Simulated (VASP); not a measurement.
```
CELL_PARAMETERS angstrom
      0.00000     3.26994     3.26994
      3.26994     0.00000     3.26994
      3.26994     3.26994     0.00000
ATOMIC_POSITIONS crystal
  In 0.00000 0.00000 0.00000
  Sb 0.25000 0.25000 0.25000
```

Method: AM05 GGA, VASP's PBE PAW potentials (set 64) (plane waves; VASP 6.6.1). Numerical set-up: 520 eV cut-off, Gaussian smearing of 0.050 eV, potentials In_d Sb.

### Question
Give the energies of bands 7 to 12 at the high-symmetry points, in eV from the Fermi level.

### Answer

| band | Γ | X | U | L | W |
|---|---|---|---|---|---|
| 7 | -0.39 | -5.82 | -5.69 | -5.50 | -5.72 |
| 8 | 0.00 | -2.17 | -2.98 | -0.97 | -2.74 |
| 9 | 0.00 | -2.17 | -1.84 | -0.97 | -2.61 |
| 10 | 0.00 | 1.36 | 1.65 | 0.48 | 3.40 |
| 11 | 2.96 | 1.43 | 3.67 | 3.82 | 4.03 |
| 12 | 2.96 | 7.98 | 6.17 | 3.82 | 4.17 |

It has no gap at this level: it comes out as a metal or semimetal.

The compound is InSb in the zinc blende structure. It was relaxed first.
